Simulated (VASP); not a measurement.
Data:

```yaml
crystal:
  lattice:
    - [4.00745, 0.00000, 0.00000]
    - [0.00000, 4.00745, 0.00000]
    - [0.00000, 0.00000, 4.00745]
  atoms:
    - { symbol: Ta, position: [0.00000, 0.00000, 0.00000] }
    - { symbol: Ru, position: [0.00000, 0.50000, 0.50000] }
    - { symbol: Ru, position: [0.50000, 0.00000, 0.50000] }
    - { symbol: Ru, position: [0.50000, 0.50000, 0.00000] }
    - { symbol: C, position: [0.50000, 0.50000, 0.50000] }
```

Method: PBEsol GGA, VASP's PBE PAW potentials (set 64) (plane waves; VASP). Run with 520 eV cut-off, Gaussian smearing of 0.050 eV, potentials Ta_pv Ru_pv C.

Unless said otherwise, spin-orbit coupling is left out, though it shifts the bands of the heavy elements here.

Problem. Predict the band gap (along the path) with the smallest direct gap where there is one.

Solution. 
The band gap (along the path) is none (metal, semimetal or under 0.01 eV).

The structure comes from a computed database's TaRu3C entry (Pm-3m); how it stands against other phases isn't given here. It was relaxed first. The electron count is odd and the run is not spin-polarised, which forces a metal.
